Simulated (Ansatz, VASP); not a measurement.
# Cross-check of AlNi between VASP and Ansatz

Aim: how closely do two programs agree when they are given the same cell, functional and k mesh? The cell is taken from a series of runs on this material, whose earlier steps may have relaxed, scaled, displaced or heated it; both programs get it as it stands.

Method: plane waves, with VASP 6.6.1 beside it; zone-centre phonons at PBEsol, in Ansatz 0.2.0.

### Step 1. Set-up

The structure is cubic, space group Pm-3m (No. 221). Conventional cell: a = 2.763 Å, b = 2.763 Å, c = 2.763 Å, α = 90.00°, β = 90.00°, γ = 90.00°. Nearest to Al lie 8 Ni at 2.39 Å. Nearest to Ni lie 8 Al at 2.39 Å. Farther neighbours are not listed.

As a file:

```cif
data_structure
_symmetry_space_group_name_H-M 'P 1'
_symmetry_Int_Tables_number 1
_cell_length_a 2.7630
_cell_length_b 2.7630
_cell_length_c 2.7630
_cell_angle_alpha 90.000
_cell_angle_beta 90.000
_cell_angle_gamma 90.000
_cell_volume 21.09
loop_
_atom_site_label
_atom_site_type_symbol
_atom_site_fract_x
_atom_site_fract_y
_atom_site_fract_z
_atom_site_occupancy
Al1 Al 0.00000 0.00000 0.00000 1
Ni2 Ni 0.50000 0.50000 0.50000 1
```

### Step 2. VASP: zone-centre phonons, PBEsol, pair 1

Second derivatives magnify differences that forces hide, and they need a tight electronic threshold.

Lines of VASP's logs that name or quote its potential files are left out, and so is its time.

File INCAR:

```
SYSTEM = AlNi
PREC = Accurate
ENCUT = 600
EDIFF = 1E-08
NELM = 120
ISMEAR = 1
SIGMA = 0.2
LREAL = .FALSE.
ALGO = Normal
GGA = PS
NBANDS = 12
LASPH = .TRUE.
LORBIT = 11
LWAVE = .FALSE.
LCHARG = .FALSE.
ISIF = 2
IBRION = 8
GGA_COMPAT = .FALSE.
KPAR = 2
```

File POSCAR:

```
AlNi
1.0
    2.7629787104      0.0000000000      0.0000000000
    0.0000000000      2.7629787104      0.0000000000
    0.0000000000      0.0000000000      2.7629787104
Al Ni
1 1
Direct
    0.0000000000      0.0000000000      0.0000000000
    0.5000000000      0.5000000000      0.5000000000
```

File KPOINTS:

```
Automatic mesh
0
Gamma
16 16 16
0 0 0
```

Potentials, in the order of the species: Al and Ni (PBE family, release 64).

Run with:

```bash
$ mpirun -np 2 vasp_std
```

Numbers of over 12 decimals in the logs are rounded to 6 here.

Output:

```text
[banner, memory and clock lines left out]
running    2 mpi-ranks, on    1 nodes
 distrk:  each k-point on    1 cores,    2 groups
 distr:  one band on    1 cores,    1 groups

 POSCAR found type information on POSCAR AlNi
 POSCAR found :  2 types and       2 ions
|                                                                             |
|               ----> ADVICE to this user running VASP <----                  |
|                                                                             |
|     You enforced a specific xc type in the INCAR file but a different       |
|     [... a line on the potential file left out ...]
|     I HOPE YOU KNOW WHAT YOU ARE DOING!                                     |
|                                                                             |

 LDA part: xc-table for (Slater+PW92), standard interpolation
 POSCAR, INCAR and KPOINTS ok, starting setup
 FFT: planning ... GRIDC
 FFT: planning ... GRID_SOFT
 FFT: planning ... GRID
 WAVECAR not read
 entering main loop
       N       E                     dE             d eps       ncg     rms          rms(c)
DAV:   1     0.452058712190E+02    0.45206E+02   -0.62459E+03  3992   0.133E+03
DAV:   2    -0.113231122343E+02   -0.56529E+02   -0.52358E+02  4044   0.212E+02
DAV:   3    -0.131535996627E+02   -0.18305E+01   -0.18105E+01  4788   0.444E+01
DAV:   4    -0.131793301063E+02   -0.25730E-01   -0.25722E-01  4388   0.476E+00
DAV:   5    -0.131800592841E+02   -0.72918E-03   -0.72916E-03  4776   0.888E-01    0.137E+01
DAV:   6    -0.145570169686E+02   -0.13770E+01   -0.48979E+01  4368   0.116E+02    0.145E+01
DAV:   7    -0.114596154914E+02    0.30974E+01   -0.14383E+01  4396   0.687E+01    0.110E+00
DAV:   8    -0.114477532331E+02    0.11862E-01   -0.24421E-01  4876   0.571E+00    0.109E+00
DAV:   9    -0.114313938369E+02    0.16359E-01   -0.46630E-02  4800   0.330E+00    0.197E-01
DAV:  10    -0.114310392123E+02    0.35462E-03   -0.12757E-03  4880   0.541E-01    0.101E-01
DAV:  11    -0.114310382268E+02    0.98545E-06   -0.35833E-05  4968   0.556E-02    0.367E-02
DAV:  12    -0.114310360101E+02    0.22168E-05   -0.97649E-06  5040   0.530E-02    0.588E-03
DAV:  13    -0.114310360168E+02   -0.67218E-08   -0.23766E-07  4556   0.508E-03    0.252E-03
DAV:  14    -0.114310360021E+02    0.14687E-07   -0.11309E-08  2812   0.971E-04    0.538E-04
DAV:  15    -0.114310360197E+02   -0.17559E-07   -0.20227E-09  2352   0.639E-04    0.213E-04
DAV:  16    -0.114310360271E+02   -0.74044E-08   -0.10714E-09  2228   0.443E-04
   1 F= -.11431036E+02 E0= -.11431309E+02  d E =0.819677E-03
 Linear response reoptimize wavefunctions to high precision
DAV:   1    -0.114310360263E+02    0.73965E-09   -0.16128E-10  2296   0.149E-04
DAV:   2    -0.114310360263E+02    0.29559E-11   -0.37582E-11  2168   0.728E-05
 Linear response DOF=           2
 Linear response progress:
  Degree of freedom:   1/  2
       N       E                     dE             d eps       ncg     rms          rms(c)
RMM:   1    -0.612320534077E-02   -0.61232E-02    0.14460E-03 21381   0.679E-01
RMM:   2    -0.578188336919E-02    0.34132E-03   -0.14659E-04 14930   0.242E-01    0.637E-02
RMM:   3    -0.577240566016E-02    0.94777E-05   -0.11388E-04 15965   0.871E-02    0.318E-02
RMM:   4    -0.585743515562E-02   -0.85029E-04   -0.46183E-05 15894   0.532E-02    0.609E-03
RMM:   5    -0.586713165722E-02   -0.96965E-05   -0.28224E-06 16119   0.124E-02    0.205E-03
RMM:   6    -0.586914122247E-02   -0.20096E-05   -0.97575E-08 16417   0.261E-03    0.644E-04
RMM:   7    -0.586910280878E-02    0.38414E-07   -0.13306E-08 15653   0.920E-04    0.573E-04
RMM:   8    -0.586903276780E-02    0.70041E-07   -0.22482E-09 16985   0.306E-04    0.276E-04
RMM:   9    -0.586920932177E-02   -0.17655E-06   -0.27612E-10 16991   0.886E-05    0.121E-05
RMM:  10    -0.586918696996E-02    0.22352E-07    0.27935E-10 17200   0.285E-05    0.109E-05
RMM:  11    -0.586919502829E-02   -0.80583E-08    0.49044E-11 16926   0.107E-05    0.266E-06
 first order change of Fermi-energy  -0.87705E-04
 force on displaced ion       1 direction 1 :  -9.209  -0.000  -0.000
 Linear response progress:
  Degree of freedom:   2/  2
       N       E                     dE             d eps       ncg     rms          rms(c)
RMM:   1    -0.186326330620E+00   -0.18633E+00   -0.95973E-02 14182   0.269E+00
RMM:   2    -0.184941703609E+00    0.13846E-02   -0.18022E-03 14515   0.517E-01    0.146E-01
RMM:   3    -0.184902704783E+00    0.38999E-04   -0.13356E-04 15453   0.102E-01    0.862E-02
RMM:   4    -0.185370489484E+00   -0.46778E-03   -0.23062E-04 16572   0.121E-01    0.634E-03
RMM:   5    -0.185351140892E+00    0.19349E-04   -0.42203E-06 16965   0.227E-02    0.439E-03
RMM:   6    -0.185340303476E+00    0.10837E-04   -0.23035E-07 15481   0.615E-03    0.281E-03
RMM:   7    -0.185325152992E+00    0.15150E-04   -0.82238E-08 16618   0.310E-03    0.422E-04
RMM:   8    -0.185319556709E+00    0.55963E-05   -0.50764E-09 17644   0.667E-04    0.859E-05
RMM:   9    -0.185319445874E+00    0.11083E-06   -0.10239E-09 17740   0.243E-04    0.318E-05
RMM:  10    -0.185318987478E+00    0.45840E-06    0.11318E-10 17724   0.818E-05    0.109E-05
RMM:  11    -0.185319024513E+00   -0.37034E-07   -0.76177E-11 17700   0.324E-05    0.190E-06
RMM:  12    -0.185319042086E+00   -0.17573E-07    0.32956E-11 18006   0.161E-05    0.138E-06
RMM:  13    -0.185319051861E+00   -0.97755E-08    0.70410E-11 16853   0.113E-05    0.273E-07
 first order change of Fermi-energy   0.25932E-02
 force on displaced ion       2 direction 1 :  -9.199   0.000  -0.000
 Linear response finished
```

Parts of OUTCAR (step 2):

```text
ion  position               nearest neighbor table
   1  0.000  0.000  0.000-   2 2.39   2 2.39   2 2.39   2 2.39   2 2.39   2 2.39   2 2.39   2 2.39

  LATTYP: Found a simple cubic cell.
 ALAT       =     2.7629787104

 Subroutine GETGRP returns: Found 48 space group operations
 (whereof 48 operations were pure point group operations)

The static configuration has the point symmetry O_h .

 Found    165 irreducible k-points:

   k-points           NKPTS =    165   k-points in BZ     NKDIM =    165   number of bands    NBANDS=     12

   dimension x,y,z NGX =    24 NGY =   24 NGZ =   24
   dimension x,y,z NGXF=    48 NGYF=   48 NGZF=   48

   ENCUT  =  600.0 eV  44.10 Ry    6.64 a.u.   5.52  5.52  5.52*2*pi/ulx,y,z

   NELECT =      13.0000    total number of electrons

 k-points in reciprocal lattice and weights: Automatic mesh
   0.00000000  0.00000000  0.00000000       0.000
   0.06250000  0.00000000  0.00000000       0.001
   0.12500000  0.00000000  0.00000000       0.001
   0.18750000  0.00000000  0.00000000       0.001
   0.25000000  0.00000000  0.00000000       0.001
   0.31250000  0.00000000  0.00000000       0.001
   0.37500000  0.00000000  0.00000000       0.001
   0.43750000  0.00000000  0.00000000       0.001
   0.50000000  0.00000000  0.00000000       0.001
[...]
0.50000000  0.50000000  0.43750000       0.001
   0.50000000  0.50000000  0.50000000       0.000

 average (electrostatic) potential at core
       1 -67.8648       2 -79.8842

  Total        3.0386592      3.0386592      3.0386592     -0.0000000     -0.0000000     -0.0000000
  in kB      230.8128373    230.8128373    230.8128373     -0.0000000     -0.0000000     -0.0000000
  external PRESSURE =     230.8128373 kB  Pullay stress =       0.0000000 kB

  energy-cutoff  :      600.00
  volume of cell :       21.09
      direct lattice vectors                 reciprocal lattice vectors
     2.762978710  0.000000000  0.000000000     0.361928232  0.000000000  0.000000000
     0.000000000  2.762978710  0.000000000     0.000000000  0.361928232  0.000000000
     0.000000000  0.000000000  2.762978710     0.000000000  0.000000000  0.361928232

 POSITION                                       TOTAL-FORCE (eV/Angst)
 -----------------------------------------------------------------------------------
      0.00000      0.00000      0.00000         0.000000      0.000000      0.000000
      1.38149      1.38149      1.38149         0.000000      0.000000      0.000000
 -----------------------------------------------------------------------------------
    total drift:                                0.000000      0.000000     -0.000000

 Eigenvectors and eigenvalues of the dynamical matrix
 ----------------------------------------------------

   1 f  =   11.032759 THz    69.320872 2PiTHz  368.013244 cm-1    45.627806 meV
             X         Y         Z           dx          dy          dz
      0.000000  0.000000  0.000000    -0.827815   -0.000000   -0.000000
      1.381489  1.381489  1.381489     0.561001    0.000000    0.000000

   2 f  =   11.032759 THz    69.320872 2PiTHz  368.013244 cm-1    45.627806 meV
             X         Y         Z           dx          dy          dz
      0.000000  0.000000  0.000000     0.000000   -0.827815   -0.000000
      1.381489  1.381489  1.381489     0.000000    0.561001    0.000000

   3 f  =   11.032759 THz    69.320872 2PiTHz  368.013244 cm-1    45.627806 meV
             X         Y         Z           dx          dy          dz
      0.000000  0.000000  0.000000    -0.000000   -0.000000    0.827815
      1.381489  1.381489  1.381489     0.000000   -0.000000   -0.561001

   4 f/i=    0.002550 THz     0.016023 2PiTHz    0.085064 cm-1     0.010547 meV
             X         Y         Z           dx          dy          dz
      0.000000  0.000000  0.000000    -0.561001   -0.000000    0.000000
      1.381489  1.381489  1.381489    -0.827815    0.000000    0.000000

   5 f/i=    0.002550 THz     0.016023 2PiTHz    0.085064 cm-1     0.010547 meV
             X         Y         Z           dx          dy          dz
      0.000000  0.000000  0.000000     0.000000    0.450738    0.334002
      1.381489  1.381489  1.381489     0.000000    0.665110    0.492854

   6 f/i=    0.002550 THz     0.016023 2PiTHz    0.085064 cm-1     0.010547 meV
             X         Y         Z           dx          dy          dz
      0.000000  0.000000  0.000000     0.000000    0.334002   -0.450738
      1.381489  1.381489  1.381489     0.000000    0.492854   -0.665110

 ELASTIC MODULI CONTR FROM IONIC RELAXATION (kBar)
 Direction    XX          YY          ZZ          XY          YZ          ZX
 --------------------------------------------------------------------------------
 XX           0.0000      0.0000      0.0000      0.0000      0.0000      0.0000
 YY           0.0000      0.0000      0.0000      0.0000      0.0000      0.0000
 ZZ           0.0000      0.0000      0.0000      0.0000      0.0000      0.0000
 XY           0.0000      0.0000      0.0000      0.0000      0.0000      0.0000
 YZ           0.0000      0.0000      0.0000      0.0000      0.0000      0.0000
 ZX           0.0000      0.0000      0.0000      0.0000      0.0000      0.0000
 --------------------------------------------------------------------------------
```

This run has no spin polarisation, so a moment on Ni, if there is one, isn't seen. Its electron count is odd, so without a moment it is a metal by construction.

### Step 3. Ansatz: zone-centre phonons, PBEsol, pair 1

Ansatz runs on its PAW soft_1 files.

The same cell, functional, mesh and smearing now go to Ansatz, which takes its cutoff from its data sets.

File input.yaml:

```yaml
crystal:
  lattice:
    - [2.7629787104, 0.0, 0.0]
    - [0.0, 2.7629787104, 0.0]
    - [0.0, 0.0, 2.7629787104]
  atoms:
    - { symbol: Al, position: [0.0, 0.0, 0.0] }
    - { symbol: Ni, position: [0.5, 0.5, 0.5] }
kpoints:
  mp_grid: { grid: [16, 16, 16] }
hamiltonian:
  xc: pbesol
  pseudopotentials: { kind: paw, azcp: { folder: soft_1 }, xc_functional: pbe }
scf:
  occupations: { method: methfessel_paxton, width: 0.2 }
output:
  eigenvalues: true
phonons:
  method: dfpt
```

Run with:

```bash
$ ansatz run input.yaml --threads 4 --pin off --max-ram 10240MiB --backend cpu --events-out ev --progress --plain --runs-dir out
```

Output:

```text
Engine: ansatz 0.2.0, aarch64-unknown-linux-gnu
Pseudopotentials: kind: paw
Pseudopotential: Al, paw, valence charge 3, recommended cutoff 420 eV (normal), soft_1/Al.paw.azcp
Pseudopotential: Ni, paw, valence charge 18, recommended cutoff 420 eV (normal), soft_1/Ni.paw.azcp
Functional definition: PBEsol
  exchange = pbesol_x
  correlation = pbesol_c
Crystal: 2 atoms, lattice volume = 21.093 Å³
Basis set: ecut = 420 eV, 437 PW (Γ), exchange–correlation on 40×40×40 points (8 copies of the dense FFT grid, shifted against one another)
Bands: 15, of which v1, the nominal top of the filled ones, is band 11 counted from 1 (10 counted from 0)
Symmetry: 48 space group operations
k-points: 405 of 4096 (irreducible under 8 space group operations, time reversal used)
Non-local potential: Al, projectors of the file, l = 0: 2, l = 1: 2, l = 2: 1
Non-local potential: Ni, projectors of the file, l = 0: 3, l = 1: 2, l = 2: 3, l = 3: 1
PAW form: soft (Blöchl's): semilocal exchange-correlation on the pseudo side does not see the compensation charge
PAW frozen core: Al, regenerated for the run's functional, and the local potential with it (the file was generated under x = pbe(κ = 0.804, μ = 0.219515), c = pbe(β = 0.066725))
PAW frozen core: Ni, regenerated for the run's functional, and the local potential with it (the file was generated under x = pbe(κ = 0.804, μ = 0.219515), c = pbe(β = 0.066725))
PAW one-centre angular grid: Al, 110 points (default); XC on 64 Gauss nodes
PAW one-centre angular grid: Ni, 590 points (default); XC on 64 Gauss nodes
Initial density: superposition of atomic densities (chi_scale 0.1, normalization cell, long waves kept (reshape's long-wave potential 0.00 eV rms))
Initial wavefunctions: pseudopotential atomic-orbital guess
Functional: x = pbesol(κ = 0.804, μ = 0.123457), c = pbesol(β = 0.046)
SCF iter   1: F=—  HF=-6331.015367 eV  |F-HF|=—  |Δ(HF+E_count)|=         —  Δρ=5.60e-2  dr2=7.62e-1  ethr=3.10e-3  ⟨swp⟩=4.1  Hψ=26971  notcnv=0
preconditioner: auto → none  [metal: Δε(μ)=0.012 eV  Ē_g=11.044 eV  σ=0.200 eV  W_gap=0.05  n_scr=6 (ndim 8)  ℏωp=29.2 eV  f_vac=0.000  D(μ)=0.57/eV (n_scr^D=0)  sad-step TF]
SCF iter   2: F=—  HF=-6330.891721 eV  |F-HF|=—  |Δ(HF+E_count)|=   1.24e-1  S|Δr|=    0.00e0  Δρ=4.77e-2  dr2=5.44e-1  ethr=3.10e-3  ⟨swp⟩=2.0  Hψ=10422  notcnv=0  defer=43
SCF iter   3: F=—  HF=-6330.726044 eV  |F-HF|=—  |Δ(HF+E_count)|=   1.66e-1  S|Δr|=    0.00e0  Δρ=7.18e-3  dr2=1.43e-2  ethr=2.59e-3  ⟨swp⟩=2.0  Hψ=7805  notcnv=0  defer=43
SCF iter   4: F=—  HF=-6330.721975 eV  |F-HF|=—  |Δ(HF+E_count)|=   4.07e-3  S|Δr|=    0.00e0  Δρ=7.89e-4  dr2=3.24e-5  ethr=6.79e-5  ⟨swp⟩=1.5  Hψ=9530  notcnv=0  defer=73
SCF iter   5: F=—  HF=-6330.722064 eV  |F-HF|=—  |Δ(HF+E_count)|=   8.96e-5  S|Δr|=    0.00e0  Δρ=1.04e-3  dr2=1.11e-4  ethr=1.54e-7  ⟨swp⟩=2.0  Hψ=10315  notcnv=0  defer=73
SCF iter   6: F=—  HF=-6330.722046 eV  |F-HF|=—  |Δ(HF+E_count)|=   1.81e-5  S|Δr|=    0.00e0  Δρ=1.83e-5  dr2=3.80e-8  ethr=1.54e-7  ⟨swp⟩=2.0  Hψ=10228  notcnv=0  defer=73
SCF iter   7: F=—  HF=-6330.722035 eV  |F-HF|=—  |Δ(HF+E_count)|=   1.07e-5  S|Δr|=    0.00e0  Δρ=2.36e-6  dr2=4.88e-10  ethr=1.81e-10  ⟨swp⟩=2.3  Hψ=9964  notcnv=0  defer=73
SCF iter   8: F=—  HF=-6330.722035 eV  |F-HF|=—  |Δ(HF+E_count)|=  7.08e-10  S|Δr|=    0.00e0  Δρ=3.92e-7  dr2=2.00e-11  ethr=2.32e-12  ⟨swp⟩=2.0  Hψ=10221  notcnv=0  defer=73
SCF iter   9: F=-6330.722035 eV  HF=-6330.722035 eV  |F-HF|=0.00e0  |Δ(HF+E_count)|=  9.09e-13  S|Δr|=    0.00e0  Δρ=1.07e-8  dr2=1.08e-14  ethr=1.00e-12  ⟨swp⟩=5.8  Hψ=23142  notcnv=0
the search or the solves at the SCF's close seem to have found levels that the self-consistency loop had missed (the run counts 1). By its estimate they hold under 1e-12 electrons; where the run keeps them, the occupations were computed again with them
SCF 1 converged in 9 iterations: F = -6330.722035 eV  dr2 = 1.08e-14
  greatest PAW one-centre occupation: 1.001 electrons in one spin orbital (limit 2), on the Ni atom at site 1 (counted from 0), in its partial waves of l = 1
DFPT response loops at Γ: preconditioner auto → Kerker (q_TF=auto, 2.726 Å⁻¹) (partly filled bands, converged f_vac=0.000); β = 1.00, the filter's whole step (`scf.mixing.beta` (0.50) is not read by the response loops under this deck's `scf.mixing.preconditioner`; to damp them name `kerker` or `kerker_dos`, under which they read `scf.mixing.beta`, and type it under 1.00, their step now; both keys bind the ground state too); Broyden in place of MSR1
SCF converged after 9 iterations
Stability not checked: this state was not tested for a lower state beside it, because cold or Methfessel-Paxton smearing, or corrected tetrahedra, fill the levels in a way that the test cannot read (fill_not_monotonic; see scf.lower_state_search)
Free energy (F): -6330.722035 eV
Harris-Foulkes:  -6330.722035 eV  (|F-HF|=0.00e0)
Internal energy: -6330.722837 eV  (E = F + TS)
E sigma→0 (E₀):  -6330.722236 eV
Entropy (-TS):   0.000802 eV (0.401 meV/atom)
Fermi energy:    15.988485 eV
--- Per-component energies (eV) ---
  E_band       = -300.685896
  E_kinetic    = 373.852101
  E_local      = -3569.393486  (includes V_loc(G=0)·N_el)
  E_nonlocal   = -105.040482
  E_hartree    = 1892.362594
  E_xc         = -153.744638
  E_vxc        = -180.151303  (∫ρ·V_xc dr)
  E_paw        = -2081.258576  (= ΣΔE_a)
  E_vpaw       = -604.678925  (= ΣTr[D̂ρ^β])
  E_aug_tail   = 0.001004  (compensation charges beyond the density's cutoff)
  E_ewald      = -2687.717783
  E_core_change = 0.216428  (= ΣΔE_core)
  E_smearing   = 0.000802  (= −TS)
  E_closure    = 0.000000  (closes the sum)
  Σ components = -6330.722035   (vs F -6330.722035, Δ=0.00e0)
--- Band table (eV; the first three rows and the last of 405) ---
  k-point 0: bands = [... 7 lower, 14.1887, 14.1887, 14.1887, 22.0253, 22.0253, 22.0253, 24.5252, 24.5252]
  k-point 1: bands = [... 7 lower, 14.1512, 14.1512, 14.1929, 21.1534, 22.1291, 22.1291, 24.5207, 25.3410]
  k-point 2: bands = [... 7 lower, 14.0474, 14.0474, 14.2047, 19.6764, 22.4322, 22.4322, 24.5075, 26.6311]
  k-point 404: bands = [... 7 lower, 14.8625, 14.8625, 17.8296, 17.8296, 17.8296, 20.8794, 21.0576, 21.0576]
--- Phonons (Γ-DFPT): 2 representative perturbations + reference, on 405 of 4096 k-points (Σ response iterations 6) ---
  k mesh reduced under 8 symmetry operations, with k and −k counted as one. Each operation leaves every solved perturbation unchanged. A smaller set is not used because it would not reduce the number of displacements times k-points to solve
  ASR residual: 5.842e-6 → 0.000e0 eV/Å²; symmetrization residual: 9.790e-7 eV/Å²
  ASR residual per site (eV/Å²): 5.84e-6 3.54e-7
  Γ frequencies (cm⁻¹): 0.00 0.00 0.00 366.51 366.51 366.51
  non-analytic LO–TO correction: not included (Born effective charges unavailable; polar crystals: no LO–TO splitting at Γ)
```

### Step 4. Differences

Known differences besides the potentials themselves: the data sets hold 21 valence electrons in Ansatz (on its PAW soft_1 files) and 13 in VASP; the cutoff is 420 eV in Ansatz and 600 eV in VASP; Ansatz makes its cores anew for this functional, VASP keeps those of its PBE data sets. Total energies have different zeros and are not compared.

Compared:

| quantity | Ansatz | VASP | difference |
| --- | --- | --- | --- |
| optical mode 1 to 3 (cm⁻¹) | 366.5 | 368.0 | -0.41 % |

Modes are paired by rising frequency, not by their patterns, so a pair may set unlike modes beside each other; they are those without the splitting of longitudinal modes.

(Continued in part 2 of 2.)

[Lines on the potential files, build, host, timing and source positions are cut from VASP's logs without a mark.]

[Logs are printed without paths, hosts, clocks, repeated set-up lines and the standing remarks that a program may print on its own settings, such as how far it seeks lower states.]

[Hosts, paths, dates, database ids (printed as entryN), source tags and the programs' standing remarks are cut or masked in the printed files.]
